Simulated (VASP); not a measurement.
Given:

```
CELL_PARAMETERS angstrom
     -2.61333     2.61333     2.61333
      2.61333    -2.61333     2.61333
      2.61333     2.61333    -2.61333
ATOMIC_POSITIONS crystal
  K  0.00000 0.00000 0.00000
```

Calculation: PW91 GGA, VASP's PBE PAW potentials (set 64) (plane waves; VASP 6.6.1). Numerical set-up: 520 eV cut-off, 10×10×10 Γ-centred mesh, first-order Methfessel-Paxton smearing of 0.10 eV, potentials K_sv.

### Question
What does the run give for the energy per atom (σ→0), band gap (on the k-mesh) with the smallest direct gap where there is one?

### Answer

band gap (on the k-mesh): none (metal, semimetal or under 0.01 eV)
energy per atom (σ→0): -100.6 kJ/mol of atoms

The absolute energy has meaning only against runs of the same code, potentials and settings.

The compound is K in the bcc structure. This cell is one point of a volume scan, at 0.97 of the reference volume.
